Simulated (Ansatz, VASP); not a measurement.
# BaLiF3: VASP beside Ansatz

INCAR

```
SYSTEM = BaLiF3
PREC = Accurate
ENCUT = 520
EDIFF = 1E-6
ISMEAR = 0
SIGMA = 0.05
LREAL = .False.
LASPH = .True.
NELM = 80
ALGO = Fast
ISIF = 2
LWAVE = .False.
LCHARG = .False.
NBANDS = 25
```

File KPOINTS:

```
regular mesh
0
Gamma
  6 6 6
  0 0 0
```

The input POSCAR:

```
BaLiF3
1.0
    3.9885816400      0.0000000000      0.0000000000
    0.0000000000      3.9885816400      0.0000000000
    0.0000000000      0.0000000000      3.9885816400
Ba Li F
1 1 3
Direct
    0.0000000000      0.0000000000      0.0000000000
    0.5000000000      0.5000000000      0.5000000000
    0.0000000000      0.5000000000      0.5000000000
    0.5000000000      0.5000000000      0.0000000000
    0.5000000000      0.0000000000      0.5000000000
```

Input for Ansatz:

```yaml
crystal:
  lattice:
    - [3.98858164, 0.0, 0.0]
    - [0.0, 3.98858164, 0.0]
    - [0.0, 0.0, 3.98858164]
  atoms:
    - { symbol: Ba, position: [0.0, 0.0, 0.0] }
    - { symbol: Li, position: [0.5, 0.5, 0.5] }
    - { symbol: F, position: [0.0, 0.5, 0.5] }
    - { symbol: F, position: [0.5, 0.5, 0.0] }
    - { symbol: F, position: [0.5, 0.0, 0.5] }
basis:
  ecutwfc: 420
kpoints:
  mp_grid: { grid: [6, 6, 6] }
hamiltonian:
  xc: lda
scf:
  occupations: { method: gaussian, width: 0.05 }
output:
  forces: true
  stress: true
  eigenvalues: true
```

The cell comes from a database or a generator and needn't be the stable form of this composition.

Alike in both runs: task single point; functional LDA; k mesh 6 × 6 × 6; occupations gaussian, width 0.05 eV; no spin polarisation.

```csv
,VASP,Ansatz
version,VASP 6.6.1,Ansatz 0.2.0
potentials or method,"VASP PAW LDA potentials, release 64 (Ba_sv, Li_sv, F)","scalar-relativistic, plane waves, PAW"
plane-wave cutoff (eV),520,420
valence electrons in the cell,34,34
```

```csv
,VASP,Ansatz,Ansatz less VASP
gap on the k mesh at the Fermi level (eV),6.47,6.57,+0.095
least direct gap on the mesh (eV),6.47,6.57,+0.095
```

Caveats: spin-orbit coupling is left out, which moves the levels of the heavy elements. A k mesh can miss the band edges. A hybrid or GW would open this gap; LDA tends to underestimate it.
